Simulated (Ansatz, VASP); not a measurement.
Li3B2H in VASP and in Ansatz

```xyz
6
Lattice="2.3967 0.0000 0.0000 -1.1984 2.0756 0.0000 0.0000 0.0000 9.9501" Properties=species:S:1:pos:R:3 pbc="T T T"
Li    0.0000    1.3837    8.7679
Li    1.1984    0.6919    1.1822
Li    0.0000    0.0000    4.9750
B     0.0000    1.3837    3.0955
B     1.1984    0.6919    6.8545
H     0.0000    0.0000    0.0000
```

Alike in both runs: task relaxation of cell and atoms; functional PBE; k mesh 9 × 9 × 2; occupations gaussian, width 0.1 eV; no spin polarisation.

|  | VASP | Ansatz |
| --- | --- | --- |
| version | VASP 6.6.1 | Ansatz 0.2.0 |
| potentials or method | VASP PAW PBE potentials, release 64 (Li_sv, B, H) | scalar-relativistic, plane waves, PAW |
| plane-wave cutoff (eV) | 600 | 420 |
| valence electrons in the cell | 16 | 16 |

VASP gave:

- gap on the k mesh at the Fermi level, each at its own relaxed structure (eV): none
- relaxed volume (Å³/atom): 8.10
- relaxed cell length with the largest relative difference (Å): 2.365
- energy change over the relaxation (meV/atom): -2

What did Ansatz give for the same quantities?

gap on the k mesh at the Fermi level, each at its own relaxed structure (eV): none; relaxed volume (Å³/atom): 8.11; relaxed cell length with the largest relative difference (Å): 2.368; energy change over the relaxation (meV/atom): -2.

A gap of «none» marks a metal or a gap that the smearing closes.

Caveats: the cutoff is under 1.25 times the usual one of these potentials, so pressure, stress and relaxed cells hold a basis-set (Pulay) error (VASP).
